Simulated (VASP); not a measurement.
A convergence study with VASP on BN (zinc blende): a few settings are varied, all else stays as given below, so the limit is that of these other settings.

```
BN
1.0
    0.00000     1.80750     1.80750
    1.80750     0.00000     1.80750
    1.80750     1.80750     0.00000
B N
1 1
Direct
  0.00000   0.00000   0.00000
  0.25000   0.25000   0.25000
```

The numbers are results of PBEsol GGA, VASP's PBE PAW potentials (set 64) (plane waves; VASP), not measurements. The last row used: 700 eV cut-off, 20×20×20 Γ-centred mesh, second-order Methfessel-Paxton smearing of 0.40 eV, potentials B N.

Gaps are read on the run's mesh, which can miss a band edge.

```
setting                                   E (eV/atom)  pressure (GPa)  gap on the mesh (eV)  irreducible k-points
----------------------------------------  -----------  --------------  --------------------  --------------------
ISMEAR = -1, SIGMA = 0.01, 7×7×7 mesh         -9.1767           -2.61                 4.535                    20
ISMEAR = -1, SIGMA = 0.1, 7×7×7 mesh          -9.1767           -2.61                 4.535                    20
ISMEAR = 0, SIGMA = 0.01, 7×7×7 mesh          -9.1767           -2.61                 4.535                    20
ISMEAR = 0, SIGMA = 0.2, 7×7×7 mesh           -9.1767           -2.61                 4.535                    20
ISMEAR = 1, SIGMA = 0.05, 7×7×7 mesh          -9.1767           -2.61                 4.535                    20
ISMEAR = 1, SIGMA = 0.2, 7×7×7 mesh           -9.1767           -2.61                 4.535                    20
ISMEAR = 2, SIGMA = 0.05, 7×7×7 mesh          -9.1767           -2.61                 4.535                    20
ISMEAR = 2, SIGMA = 0.2, 7×7×7 mesh           -9.1767           -2.61                 4.535                    20
ISMEAR = -1, SIGMA = 0.01, 14×14×14 mesh      -9.1773           -2.62                 4.276                   104
ISMEAR = -1, SIGMA = 0.2, 14×14×14 mesh       -9.1773           -2.62                 4.276                   104
ISMEAR = 0, SIGMA = 0.01, 14×14×14 mesh       -9.1773           -2.62                 4.276                   104
ISMEAR = 0, SIGMA = 0.4, 14×14×14 mesh        -9.1773           -2.62                 4.276                   104
ISMEAR = 1, SIGMA = 0.05, 14×14×14 mesh       -9.1773           -2.62                 4.276                   104
ISMEAR = 1, SIGMA = 0.4, 14×14×14 mesh        -9.1772           -2.63                 4.277                   104
ISMEAR = 2, SIGMA = 0.05, 14×14×14 mesh       -9.1773           -2.62                 4.276                   104
ISMEAR = 2, SIGMA = 0.4, 14×14×14 mesh        -9.1772           -2.62                 4.276                   104
ISMEAR = -1, SIGMA = 0.05, 20×20×20 mesh      -9.1773           -2.62                 4.276                   256
ISMEAR = -1, SIGMA = 0.2, 20×20×20 mesh       -9.1773           -2.62                 4.276                   256
ISMEAR = 0, SIGMA = 0.1, 20×20×20 mesh        -9.1773           -2.62                 4.276                   256
ISMEAR = 0, SIGMA = 0.4, 20×20×20 mesh        -9.1773           -2.62                 4.276                   256
ISMEAR = 1, SIGMA = 0.1, 20×20×20 mesh        -9.1772           -2.62                 4.276                   256
ISMEAR = 1, SIGMA = 0.4, 20×20×20 mesh        -9.1772           -2.63                 4.277                   256
ISMEAR = 2, SIGMA = 0.1, 20×20×20 mesh        -9.1772           -2.62                 4.276                   256
ISMEAR = 2, SIGMA = 0.4, 20×20×20 mesh        -9.1772           -2.62                 4.276                   256
```

Left out are rungs that failed or repeat a setting and relaxations that didn't move; long series are thinned to 24 rows.

The compound is BN in the zinc blende structure. The cell was not relaxed at this level.
